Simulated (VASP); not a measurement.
GW runs with VASP on C (diamond), on PBE orbitals with a Kohn-Sham gap of 4.44 eV on the mesh.

C is taken in the cubic space group Fd-3m, origin choice 1 (No. 227), the diamond structure, Pearson symbol cF8. Conventional cell: a = 3.5670 Å, b = 3.5670 Å, c = 3.5670 Å, α = 90.00°, β = 90.00°, γ = 90.00°. C on 8b has 4 C at 1.545 Å (tetrahedral). (Neighbours: up to the widest gap in distance over summed covalent radii, below 1.35, at either atom.)
(The calculation used a cell of 2 atoms; values per cell refer to that cell.)

Run with PREC = Normal, 500 eV cut-off, 4×4×4 Γ-centred mesh, Gaussian smearing of 0.010 eV, potentials C_GW_new.

The mesh is coarse and the basis finite, so the quasiparticle values are not converged.

| run | level | NBANDS | ENCUTGW (eV) | QP gap (eV) | smallest direct QP gap (eV) |
|---|---|---|---|---|---|
| run 1 | G0W0@PBE, 1 step(s) | 64 | 150 | 5.76 | 7.21 |
| run 2 | G0W0@PBE, 1 step(s) | 160 | 200 | 5.84 | 7.27 |
| run 3 | evGW0@PBE, 4 step(s) | 160 | 200 | ? | ? |

### Question
Complete the blanks.

### Answer

- run 3, QP gap (eV): 6.03
- run 3, smallest direct QP gap (eV): 7.49

Left out are failed runs and those that VASP or the mesh makes unfit.

The compound is C in the diamond structure. The cell was not relaxed at this level.
